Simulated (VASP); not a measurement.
```
CELL_PARAMETERS angstrom
      4.31711     0.00000     0.00000
      0.00000     2.74145     0.00000
      0.00000     0.00000    24.55957
ATOMIC_POSITIONS crystal
  Os 0.25000 0.50000 0.37111
  Os 0.75000 0.00000 0.33888
  Os 0.25000 0.00000 0.46778
  Os 0.75000 0.50000 0.43555
  Os 0.25000 0.50000 0.56445
  Os 0.75000 0.00000 0.53222
  Os 0.25000 0.00000 0.66112
  Os 0.75000 0.50000 0.62889
```

All values below come from r2SCAN meta-GGA, VASP's PBE PAW potentials (set 64) (plane waves; VASP). Settings: PREC = Normal, EDIFF = 1E-5, 400 eV cut-off, 7×10×1 Γ-centred mesh, first-order Methfessel-Paxton smearing of 0.10 eV, potentials Os.

The ions are relaxed. What does this cell relax into?

```
CELL_PARAMETERS angstrom
      4.31711     0.00000     0.00000
      0.00000     2.74145     0.00000
      0.00000     0.00000    24.55957
ATOMIC_POSITIONS crystal
  Os 0.25000 0.50000 0.37047
  Os 0.75000 0.00000 0.34428
  Os 0.25000 0.00000 0.46630
  Os 0.75000 0.50000 0.43495
  Os 0.25000 0.50000 0.56505
  Os 0.75000 0.00000 0.53370
  Os 0.25000 0.00000 0.65572
  Os 0.75000 0.50000 0.62953
```

How much energy does the relaxation gain?

The energy (σ→0) changes by -31.7 meV/atom, in 8 ionic steps.

```json
[
 {"step": "1", "E(σ→0) (eV)": "-418.3279", "max force (eV/Å)": "1.473", "pressure (GPa)": "-3.44", "volume (Å³)": "290.67"},
 {"step": "2", "E(σ→0) (eV)": "-418.5415", "max force (eV/Å)": "0.586", "pressure (GPa)": "-3.65", "volume (Å³)": "290.67"},
 {"step": "3", "E(σ→0) (eV)": "-418.5602", "max force (eV/Å)": "0.309", "pressure (GPa)": "-3.06", "volume (Å³)": "290.67"},
 {"step": "4", "E(σ→0) (eV)": "-418.5734", "max force (eV/Å)": "0.127", "pressure (GPa)": "-2.58", "volume (Å³)": "290.67"},
 {"step": "5", "E(σ→0) (eV)": "-418.5747", "max force (eV/Å)": "0.208", "pressure (GPa)": "-2.40", "volume (Å³)": "290.67"},
 {"step": "6", "E(σ→0) (eV)": "-418.5801", "max force (eV/Å)": "0.090", "pressure (GPa)": "-2.11", "volume (Å³)": "290.67"},
 {"step": "7", "E(σ→0) (eV)": "-418.5816", "max force (eV/Å)": "0.035", "pressure (GPa)": "-1.85", "volume (Å³)": "290.67"},
 {"step": "8", "E(σ→0) (eV)": "-418.5817", "max force (eV/Å)": "0.010", "pressure (GPa)": "-1.84", "volume (Å³)": "290.67"}
]
```

The cell is a thin slab with vacuum, built from Os (hcp): (100) face.
